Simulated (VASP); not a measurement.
Calculation: LDA (Ceperley-Alder, Perdew-Zunger), VASP's LDA PAW potentials (set 64) (plane waves; VASP 6.6.1).

VASP input:

**POSCAR**
```
Mo atom
1
   12.0000000000     0.0000000000     0.0000000000
    0.0000000000    12.5000000000     0.0000000000
    0.0000000000     0.0000000000    13.0000000000
Mo
1
Direct
  0.0000000000   0.0000000000   0.0000000000
```

KPOINTS:
```
Automatic mesh
0
G
  1 1 1
0 0 0
```

**INCAR**
```
SYSTEM  =  Mo atom
PREC  =  Normal; ENCUT  =  520; LREAL  =  .FALSE.
LASPH  =  .TRUE.; ISYM  =  0
EDIFF  =  1E-6; NELM  =  200; ALGO  =  All
LMAXMIX  =  4
ISMEAR  =  0; SIGMA  =  0.01
ISPIN  =  2; MAGMOM  =  6; NUPDOWN  =  6
LWAVE  =  .FALSE.; LCHARG  =  .FALSE.; LORBIT  =  10
```

POTCAR, in this order: Mo_sv (LDA.64 set). Program: vasp_gam. Read from the step before: WAVECAR.

Output of the run:

### OSZICAR
```
       N       E                     dE             d eps       ncg     rms           ort
SDA:   1    -0.391642446190E+01   -0.39164E+01    0.00000E+00    14   0.807E-08   0.000E+00
SDA:   2    -0.391642446437E+01   -0.24691E-08   -0.34469E-08    14   0.156E-08  -0.237E-08
   1 F= -.39164245E+01 E0= -.39164245E+01  d E =-.211670E-56  mag=     6.0000
```

OUTCAR:
```
------------------------ aborting loop because EDIFF is reached ----------------------------------------
  FORCE on cell =-STRESS in cart. coord.  units (eV):
  Direction    XX          YY          ZZ          XY          YZ          ZX
  --------------------------------------------------------------------------------------
  Total       -0.0104292     -0.0119111     -0.0105109      0.0000002      0.0000004     -0.0000004
  in kB       -0.0085689     -0.0097865     -0.0086360      0.0000002      0.0000004     -0.0000003
  external PRESSURE =      -0.0089972 kB  Pullay stress =       0.0000000 kB
  volume of cell :     1950.00
      direct lattice vectors                 reciprocal lattice vectors
    12.000000000  0.000000000  0.000000000     0.083333333  0.000000000  0.000000000
     0.000000000 12.500000000  0.000000000     0.000000000  0.080000000  0.000000000
     0.000000000  0.000000000 13.000000000     0.000000000  0.000000000  0.076923077
 POSITION                                       TOTAL-FORCE (eV/Angst)
 -----------------------------------------------------------------------------------
      0.00000      0.00000      0.00000         0.000005     -0.000013      0.000015
 -----------------------------------------------------------------------------------
    total drift:                                0.000005     -0.000013      0.000015
  FREE ENERGIE OF THE ION-ELECTRON SYSTEM (eV)
  ---------------------------------------------------
  free  energy   TOTEN  =        -3.9164244644 eV

  energy  without entropy=       -3.9164244644  energy(sigma->0) =       -3.91642446

 total charge

# of ion       s       p       d       tot
------------------------------------------
    1        2.269   5.944   3.997  12.210

 magnetization (x)

# of ion       s       p       d       tot
------------------------------------------
    1        0.273   0.007   3.997   4.277
```
(Selected blocks of OUTCAR.)

The atom may not be in its lowest state.

The cell is a free atom in a box.
